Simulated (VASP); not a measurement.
OSZICAR of a VASP run on Si (diamond):

### OSZICAR
```
       N       E                     dE             d eps       ncg     rms          rms(c)
DAV:   1     0.423426343202E+01    0.42343E+01   -0.28882E+03   464   0.629E+02
DAV:   2    -0.107781684470E+02   -0.15012E+02   -0.14065E+02   688   0.736E+01
DAV:   3    -0.109767355796E+02   -0.19857E+00   -0.19857E+00   640   0.106E+01
DAV:   4    -0.109775940206E+02   -0.85844E-03   -0.85844E-03   712   0.739E-01
DAV:   5    -0.109775945692E+02   -0.54856E-06   -0.54853E-06   640   0.187E-02    0.451E+00
DAV:   6    -0.109595691309E+02    0.18025E-01   -0.15247E-03   616   0.203E-01    0.428E+00
DAV:   7    -0.108322147007E+02    0.12735E+00   -0.39066E-01   528   0.336E+00    0.674E-01
DAV:   8    -0.108304415293E+02    0.17732E-02   -0.51827E-03   560   0.591E-01    0.518E-01
DAV:   9    -0.108294878169E+02    0.95371E-03   -0.31976E-03   528   0.321E-01    0.123E-01
DAV:  10    -0.108295005745E+02   -0.12758E-04   -0.58688E-05   656   0.601E-02    0.111E-01
DAV:  11    -0.108293993783E+02    0.10120E-03   -0.50118E-05   504   0.537E-02    0.358E-01
DAV:  12    -0.108295223093E+02   -0.12293E-03   -0.20379E-04   512   0.102E-01    0.954E-03
DAV:  13    -0.108295224151E+02   -0.10583E-06   -0.10991E-06   696   0.850E-03
   1 F= -.10829522E+02 E0= -.10829522E+02  d E =-.339280E-16
```

Which electronic solver shows in the log?

It is blocked Davidson (ALGO = Normal, or the opening steps of other solvers). The INCAR had ALGO = Normal.

Can the final energy be trusted as converged?

Self-consistency was reached. It stopped with EDIFF = 1E-6, NELM = 100 (PBE GGA, plane waves, VASP's PBE PAW potentials (set 64)).

The compound is Si in the diamond structure. The cell was not relaxed at this level. The run is one of a series of settings (AMIX = 0.05, BMIX = 1.0, IMIX = 4 against the base run), some of them coarse on purpose.
